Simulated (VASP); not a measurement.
Method: PBEsol GGA, VASP's PBE PAW potentials (set 64) (plane waves; VASP).

VASP input:

**POSCAR**
```
Pt
1.960
  0.0000000000   1.0000000000   1.0000000000
  1.0000000000   0.0000000000   1.0000000000
  1.0000000000   1.0000000000   0.0000000000
Pt
1
Cart
  0.0000000000   0.0000000000   0.0000000000
```

KPOINTS:
```
Automatic
0
Gamma
 12 12 12
```

### INCAR
```
! general
SYSTEM =Pt
PREC   =Accurate
ENCUT  =300
LREAL  =.FALSE.
LASPH  =.TRUE.

! electronic loop
EDIFF  =1E-6
NELM   =100
ALGO   =Normal
LMAXMIX=6

! smearing
ISMEAR =0
SIGMA  =0.136

! functional
GGA    =PS

! ions
ISIF   =2

! output
LWAVE  =.FALSE.
LCHARG =.FALSE.
```

POTCAR, in this order: Pt (PBE.64 set). Program: vasp_std.

The resulting files:

OSZICAR:
```
       N       E                     dE             d eps       ncg     rms          rms(c)
DAV:   1     0.137085549488E+02    0.13709E+02   -0.40805E+03  1664   0.634E+02
DAV:   2    -0.729807493692E+01   -0.21007E+02   -0.20196E+02  1365   0.128E+02
DAV:   3    -0.742348710515E+01   -0.12541E+00   -0.12440E+00  1560   0.988E+00
DAV:   4    -0.742384333551E+01   -0.35623E-03   -0.35622E-03  1420   0.533E-01
DAV:   5    -0.742384597973E+01   -0.26442E-05   -0.26456E-05  1570   0.421E-02    0.134E+01
DAV:   6    -0.703040380723E+01    0.39344E+00   -0.10180E+00  1318   0.912E+00    0.685E+00
DAV:   7    -0.698548296610E+01    0.44921E-01   -0.18469E-01  1377   0.370E+00    0.257E+00
DAV:   8    -0.698145138237E+01    0.40316E-02   -0.10984E-02  1359   0.104E+00    0.706E-01
DAV:   9    -0.698099044641E+01    0.46094E-03   -0.98634E-04  1349   0.310E-01    0.175E-02
DAV:  10    -0.698099520926E+01   -0.47629E-05   -0.59112E-06  1458   0.182E-02    0.320E-03
DAV:  11    -0.698099553207E+01   -0.32280E-06   -0.91924E-08   697   0.307E-03
   1 F= -.69809955E+01 E0= -.69722851E+01  d E =-.174209E-01
```

File OUTCAR:
```
------------------------ aborting loop because EDIFF is reached ----------------------------------------
  FORCE on cell =-STRESS in cart. coord.  units (eV):
  Direction    XX          YY          ZZ          XY          YZ          ZX
  --------------------------------------------------------------------------------------
  Total       -0.1249463     -0.1249463     -0.1249463      0.0000000      0.0000000     -0.0000000
  in kB      -13.2933933    -13.2933933    -13.2933933      0.0000000      0.0000000     -0.0000000
  external PRESSURE =     -13.2933933 kB  Pullay stress =       0.0000000 kB
  volume of cell :       15.06
      direct lattice vectors                 reciprocal lattice vectors
     0.000000000  1.960000000  1.960000000    -0.255102041  0.255102041  0.255102041
     1.960000000  0.000000000  1.960000000     0.255102041 -0.255102041  0.255102041
     1.960000000  1.960000000  0.000000000     0.255102041  0.255102041 -0.255102041
 POSITION                                       TOTAL-FORCE (eV/Angst)
 -----------------------------------------------------------------------------------
      0.00000      0.00000      0.00000         0.000000      0.000000      0.000000
 -----------------------------------------------------------------------------------
    total drift:                                0.000000     -0.000000      0.000000
  FREE ENERGIE OF THE ION-ELECTRON SYSTEM (eV)
  ---------------------------------------------------
  free  energy   TOTEN  =        -6.9809955321 eV

  energy  without entropy=       -6.9635746231  energy(sigma->0) =       -6.97228508
```
(Selected blocks of OUTCAR.)

At this cut-off the stress carries a Pulay error, which pulls relaxed volumes low.

The structure is a typed Pt crystal (Fm-3m). The cell was not relaxed at this level. The run is one of a series of settings (GGA = PS against the base run), some of them coarse on purpose.
